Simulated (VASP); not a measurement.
Consider the following.

```yaml
crystal:
  lattice:
    - [5.22000, 2.61000, 2.61000]
    - [2.61000, 5.22000, 2.61000]
    - [2.61000, 2.61000, 5.22000]
  atoms:
    - { symbol: Mn, position: [0.00000, 0.00000, 0.00000], spin: 5.0 }
    - { symbol: Mn, position: [0.50000, 0.50000, 0.50000], spin: -5.0 }
    - { symbol: S, position: [0.25000, 0.25000, 0.25000] }
    - { symbol: S, position: [0.75000, 0.75000, 0.75000] }
```

The numbers are results of PBE GGA + U (Dudarev), VASP's PBE PAW potentials (set 64) (plane waves; VASP), not measurements. Settings: 400 eV cut-off, 6×6×6 Γ-centred mesh, Gaussian smearing of 0.050 eV, potentials Mn_pv S, U − J: Mn 1.00 eV.

Q: What does the run give for the cell moment, energy per atom (σ→0), pressure, band gap (on the k-mesh) with the smallest direct gap where there is one?

A: 
```
Quantity                                     Result
-----------------------------------  --------------
band gap (on the k-mesh)                    1.31 eV
smallest direct gap (on the k-mesh)         1.76 eV
cell moment                                 0.00 μB
energy per atom (σ→0)                -6.925 eV/atom
pressure                                 -23.1 kbar
```

Q: Give the moment on each site (PAW-sphere projection).

A: 
```
site  moment (μB)
----  -----------
Mn1          4.31
Mn2         -4.31
S3           0.00
S4           0.00
```

Total energies compare only between runs with the same potentials, cut-off and functional.

The compound is MnS in the rock salt, AFM-II order structure. The cell was not relaxed at this level. The run is one of a series of settings (LDAU = .TRUE., LDAUJ = 0 0, LDAUL = 2 -1, LDAUTYPE = 2, LDAUU = 1.0 0 against the base run), some of them coarse on purpose.
